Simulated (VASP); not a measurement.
# Pd: a series in a change of volume

Wanted: the elastic response of Pd to a change of volume, with a fit that predicts a row left out.

Calculated with VASP 6.6.1; PBEsol; plane waves and PAW (Pd), in the first sound run; inputs show where later runs differ.

## 1. Starting point

Symmetry: Fm-3m, No. 225, cubic system. Conventional cell: a = 3.890 Å, b = 3.890 Å, c = 3.890 Å, α = 90.00°, β = 90.00°, γ = 90.00°. Pd has 12 Pd at 2.75 Å nearest.

## 2. Relax the crystal, PBEsol

The series starts from the cell that this level prefers, so that zero strain is near zero stress.

This step took 2 runs in a row; the last is shown.

Level: PBEsol; plane waves and PAW (Pd).

The input, INCAR:

```
SYSTEM = Pd
PREC = Accurate
ENCUT = 450
EDIFF = 1E-07
NELM = 120
ISMEAR = 1
SIGMA = 0.15
LREAL = .FALSE.
ALGO = Normal
GGA = PS
NBANDS = 11
LASPH = .TRUE.
LORBIT = 11
LWAVE = .FALSE.
LCHARG = .FALSE.
KPAR = 8
IBRION = 2
NSW = 40
ISIF = 3
EDIFFG = -0.005
POTIM = 0.4
```

The input, POSCAR:

```
Pd
1.0
    0.0000000000      1.9363964734      1.9363964734
    1.9363964734      0.0000000000      1.9363964734
    1.9363964734      1.9363964734      0.0000000000
Pd
1
Direct
    0.0000000000      0.0000000000      0.0000000000
```

The input, KPOINTS:

```
Automatic mesh
0
Gamma
26 26 26
0 0 0
```

PAW data sets: Pd (PBE family, release 64).

Command:

```bash
> mpirun -np 8 vasp_std
```

Output:

```text
[banner, memory and clock lines left out]
running    8 mpi-ranks, on    1 nodes
[...]
|                                                                             |
|           W    W    AA    RRRRR   N    N  II  N    N   GGGG   !!!           |
|           W    W   A  A   R    R  NN   N  II  NN   N  G    G  !!!           |
|           W    W  A    A  R    R  N N  N  II  N N  N  G       !!!           |
|           W WW W  AAAAAA  RRRRR   N  N N  II  N  N N  G  GGG   !            |
|           WW  WW  A    A  R   R   N   NN  II  N   NN  G    G                |
|           W    W  A    A  R    R  N    N  II  N    N   GGGG   !!!           |
|                                                                             |
|     For optimal performance we recommend to set                             |
|       NCORE = 2 up to number-of-cores-per-socket                            |
|     NCORE specifies how many cores store one orbital (NPAR=cpu/NCORE).      |
|     This setting can greatly improve the performance of VASP for DFT.       |
[...]
|     You enforced a specific xc type in the INCAR file but a different       |
|     [... a line on the potential file left out ...]
|     I HOPE YOU KNOW WHAT YOU ARE DOING!                                     |
|                                                                             |

 LDA part: xc-table for (Slater+PW92), standard interpolation
 POSCAR, INCAR and KPOINTS ok, starting setup
[...]
entering main loop
       N       E                     dE             d eps       ncg     rms          rms(c)
DAV:   1     0.375215040720E+02    0.37522E+02   -0.47082E+03 11346   0.755E+02
DAV:   2    -0.583678753510E+01   -0.43358E+02   -0.41861E+02 12746   0.171E+02
DAV:   3    -0.634908016718E+01   -0.51229E+00   -0.51019E+00 13494   0.198E+01
DAV:   4    -0.635134682331E+01   -0.22667E-02   -0.22664E-02 13554   0.140E+00
[...]
DAV:  10    -0.596112922570E+01   -0.53833E-05   -0.41049E-06 14004   0.182E-02    0.118E-02
DAV:  11    -0.596112857221E+01    0.65349E-06   -0.92352E-08 14036   0.303E-03    0.923E-04
DAV:  12    -0.596112860970E+01   -0.37485E-07   -0.25895E-09  9392   0.317E-04
   1 F= -.59611286E+01 E0= -.59604864E+01  d E =-.596113E+01
[...]
reached required accuracy - stopping structural energy minimisation
```

It took 11 s on 8 MPI ranks of Intel Xeon Platinum 8259CL at 2.50GHz (Skylake/Cascade Lake), shared host; peak memory 1.4 GiB.

The logs omit lines about the potential files and the build; timing stands in the text.

Parts of OUTCAR (step 2):

```text
  Total       -0.0004989     -0.0004989     -0.0004989      0.0000000      0.0000000     -0.0000000
  in kB       -0.0550434     -0.0550434     -0.0550434      0.0000000      0.0000000     -0.0000000
  external PRESSURE =      -0.0550434 kB  Pullay stress =       0.0000000 kB

 POSITION                                       TOTAL-FORCE (eV/Angst)
 -----------------------------------------------------------------------------------
      0.00000      0.00000      0.00000         0.000000      0.000000     -0.000000
 -----------------------------------------------------------------------------------
    total drift:                                0.000000     -0.000000      0.000000

  FREE ENERGIE OF THE ION-ELECTRON SYSTEM (eV)
  ---------------------------------------------------
  free  energy   TOTEN  =        -5.9611286097 eV

  energy  without entropy=       -5.9592018482  energy(sigma->0) =       -5.96048636

 reached required accuracy - stopping structural energy minimisation

[... 3 further parts left out ...]
[key lines of the parts left out:]
E-fermi :   9.8766
```

Numbers from this step:

```
energy(sigma→0) of the program : -5.9605 eV
stress, compression positive   : xx, yy, zz -0.01, -0.01, -0.01 GPa
volume                         : 14.522 Å³
ionic steps                    : 1
```

## 3. Relax at fixed volume, PBEsol

One member in full: the volume is scaled by 0.96, and the cell is held.

Level: PBEsol; plane waves and PAW (Pd).

INCAR: that of step 2 with these lines changed.

```diff
@@ -15,7 +15,8 @@
 LCHARG = .FALSE.
-KPAR = 8
+KPAR = 2
 IBRION = 2
 NSW = 40
-ISIF = 3
-EDIFFG = -0.005
+ISIF = 2
+EDIFFG = -0.004
 POTIM = 0.4
+MAXMIX = 40
```

The input, POSCAR:

```
Pd
1.0
    0.0000000000      1.9102257454      1.9102257454
    1.9102257454      0.0000000000      1.9102257454
    1.9102257454      1.9102257454      0.0000000000
Pd
1
Direct
    0.0000000000      0.0000000000      0.0000000000
```

KPOINTS is that of step 2.

Command:

```bash
> mpirun -np 2 vasp_std
```

Output:

```text
[banner, memory and clock lines left out]
running    2 mpi-ranks, on    1 nodes
[...]
[... a notice as in an earlier step ...]

 LDA part: xc-table for (Slater+PW92), standard interpolation
 POSCAR, INCAR and KPOINTS ok, starting setup
[...]
entering main loop
       N       E                     dE             d eps       ncg     rms          rms(c)
DAV:   1     0.372339984470E+02    0.37234E+02   -0.47248E+03 11418   0.757E+02
DAV:   2    -0.585240842906E+01   -0.43086E+02   -0.41656E+02 12724   0.172E+02
DAV:   3    -0.633902968018E+01   -0.48662E+00   -0.48416E+00 13543   0.194E+01
DAV:   4    -0.634107844312E+01   -0.20488E-02   -0.20485E-02 13814   0.132E+00
[...]
DAV:  10    -0.594482487311E+01   -0.64318E-05   -0.45063E-06 14390   0.169E-02    0.141E-02
DAV:  11    -0.594482410567E+01    0.76744E-06   -0.10529E-07 13598   0.324E-03    0.890E-04
DAV:  12    -0.594482414357E+01   -0.37895E-07   -0.38594E-09  9587   0.375E-04
   1 F= -.59448241E+01 E0= -.59442844E+01  d E =-.594482E+01
[...]
reached required accuracy - stopping structural energy minimisation
```

Wall time 31 s (2 MPI ranks); peak memory 0.33 GiB.

From OUTCAR (step 3):

```text
  Total        0.8125142      0.8125142      0.8125142      0.0000000     -0.0000000      0.0000000
  in kB       93.3807761     93.3807761     93.3807761      0.0000000     -0.0000000      0.0000000
  external PRESSURE =      93.3807761 kB  Pullay stress =       0.0000000 kB

 POSITION                                       TOTAL-FORCE (eV/Angst)
 -----------------------------------------------------------------------------------
      0.00000      0.00000      0.00000        -0.000000     -0.000000     -0.000000
 -----------------------------------------------------------------------------------
    total drift:                                0.000000      0.000000      0.000000

  FREE ENERGIE OF THE ION-ELECTRON SYSTEM (eV)
  ---------------------------------------------------
  free  energy   TOTEN  =        -5.9448241436 eV

  energy  without entropy=       -5.9432048764  energy(sigma->0) =       -5.94428439

[... 2 parts as in an earlier step ...]

[... 2 further parts left out ...]
[key lines of the parts left out:]
E-fermi :  10.6002
```

Numbers from this step:

| Quantity | Value |
| --- | --- |
| energy(sigma→0) of the program | -5.9443 eV |
| stress, compression positive | xx, yy, zz 9.34, 9.34, 9.34 GPa |
| ionic steps | 1 |

## 4. The whole series

The other members went through these steps as far as the tables show, with the same cutoff and, step by step, the same mesh; 9 runs are not shown. The session took 0.23 core hours (wall time by ranks) on a shared machine.

| volume over the relaxed volume | volume (Å³/atom) | pressure (GPa) | energy above the unstrained row, extrapolated to no smearing (meV/atom) |
| --- | --- | --- | --- |
| 0.940 | 13.650 | 14.992 | 38.163 |
| 0.960 | 13.941 | 9.338 | 16.202 |
| 0.980 | 14.231 | 4.365 | 3.869 |
| 0.990 | 14.376 | 2.109 | 0.944 |
| 1 | 14.521 | -0.006 | 0.000 |
| 1.010 | 14.667 | ? | ? |
| 1.020 | 14.812 | -3.846 | 3.567 |
| 1.040 | 15.102 | -7.219 | 13.672 |
| 1.060 | 15.393 | -10.178 | 29.515 |

## 5. A fit to the known rows

Fitting a cubic to the 8 known rows (u: logarithm of the volume ratio) gives pressure = − 755.9 u³ + 561.7 u² − 204.7 u − 0.006234 in GPa; the residuals are 7.4e-4 GPa r.m.s.

At u = 0.009950 this predicts -1.989 GPa.

## 6. The withheld row

The calculation gives -1.988 GPa, so the prediction is 0.001 GPa too low.

A cubic of the pressure in ln(V/V₀) through all rows has the slope −B at V₀: B = 205 GPa, and its curvature gives B′ = 5.5.

## 7. What came out

```yaml
error_of_the_predicted_pressure: -0.001 GPa
bulk_modulus: 205 GPa
```

What this shows: These are static values: temperature and zero-point motion are left out. In a metal the slopes also depend on mesh and smearing, which were held through the series.

[Lines on the potential files, build, host, timing and source positions are cut from VASP's logs without a mark.]

[Logs are printed without paths, hosts, clocks, repeated set-up lines and the standing remarks that a program may print on its own settings, such as how far it seeks lower states.]

[Hosts, paths, dates, database ids (printed as entryN), source tags and the programs' standing remarks are cut or masked in the printed files.]

[In band tables of VASP the shares of atoms and orbitals are scaled to a sum of 1 inside the atoms' spheres.]
